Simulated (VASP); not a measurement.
An input for Quantum ESPRESSO's pw.x (written as the equivalent of a VASP run, and not itself run):

```
&CONTROL
  calculation = 'vc-relax'
  pseudo_dir = './pseudo'
  outdir = './out'
  tprnfor = .true.
  tstress = .true.
  nstep = 40
  forc_conv_thr = 0.00078
/
&SYSTEM
  ibrav = 0
  nat = 1
  ntyp = 1
  ecutwfc = 88
  occupations = 'smearing'
  smearing = 'methfessel-paxton'
  degauss = 0.00735
  input_dft = 'pbesol'
/
&ELECTRONS
  conv_thr = 7.3e-08
  electron_maxstep = 100
/
&IONS
/
&CELL
  press = 50
/
ATOMIC_SPECIES
  Rh 102.906 Rh.upf
CELL_PARAMETERS angstrom
     0.0000000    1.8799041    1.8799041
     1.8799041    0.0000000    1.8799041
     1.8799041    1.8799041    0.0000000
ATOMIC_POSITIONS crystal
  Rh   0.0000000  0.0000000  0.0000000
K_POINTS automatic
  17 17 17 0 0 0
```

Translate this input to VASP (INCAR, KPOINTS, POSCAR, choice of POTCAR).

One answer among several that fit: 
### INCAR
```
SYSTEM = Rh
PREC = Accurate
ENCUT = 500
EDIFF = 1E-6
NELM = 100
ALGO = Normal
LREAL = .FALSE.
LASPH = .TRUE.
ISMEAR = 1
SIGMA = 0.1
GGA = PS
LMAXMIX = 4
LWAVE = .FALSE.
LCHARG = .FALSE.
IBRION = 2
ISIF = 3
NSW = 40
EDIFFG = -0.02
PSTRESS = 50
```

### KPOINTS
```
K-points
0
Gamma
  17 17 17
0 0 0
```

File POSCAR:
```
Rh
1.0
  0.0000000000   1.8799041342   1.8799041342
  1.8799041342   0.0000000000   1.8799041342
  1.8799041342   1.8799041342   0.0000000000
Rh
1
direct
  0.0000000000   0.0000000000   0.0000000000
```

POTCAR, in this order: Rh_pv (PBE.64 set). Program: vasp_std.

The two are equivalent in intent, not identical: the potentials are each code's own (VASP's PAW set, PseudoDojo norm-conserving files in pw.x), so ENCUT and ecutwfc are chosen apart and not converted; conv_thr bounds pw.x's estimated SCF error, while EDIFF bounds the energy change between steps; forc_conv_thr acts on force components and is met together with etot_conv_thr.

The compound is Rh in the fcc structure. It was relaxed first under an external pressure of 5 GPa.
